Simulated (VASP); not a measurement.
A run of VASP 6.6.1 is set up as follows.

INCAR

```
SYSTEM = Sr3B
PREC = Accurate
ENCUT = 520
EDIFF = 1E-6
ISMEAR = 0
SIGMA = 0.1
LREAL = .FALSE.
LASPH = .TRUE.
NELM = 60
ALGO = Normal
ISIF = 2
LWAVE = .FALSE.
LCHARG = .FALSE.
GGA = PE
NBANDS = 24
```

Contents of KPOINTS:

```
Automatic mesh
0
G
  4 4 4
  0 0 0
```

Contents of POSCAR:

```
Sr3B
1.0
    0.0000000000      4.3090414200      4.3090414200
    4.3090414200      0.0000000000      4.3090414200
    4.3090414200      4.3090414200      0.0000000000
Sr B
3 1
Direct
    0.5000000000      0.5000000000      0.5000000000
    0.2500000000      0.2500000000      0.2500000000
    0.7500000000      0.7500000000      0.7500000000
    0.0000000000      0.0000000000      0.0000000000
```

Potentials or basis: VASP PAW PBE potentials, release 64 (Sr_sv, B).

Command:

```bash
$ cat potpaw_PBE.64/Sr_sv/POTCAR potpaw_PBE.64/B/POTCAR > POTCAR
$ mpirun -np 1 vasp_std > vasp.out
```

(1) What does it give for the pressure?

(2) Predict the band gap on the k mesh.

Results:

(1) -2.1 GPa.

(2) none (metal or under the smearing width).
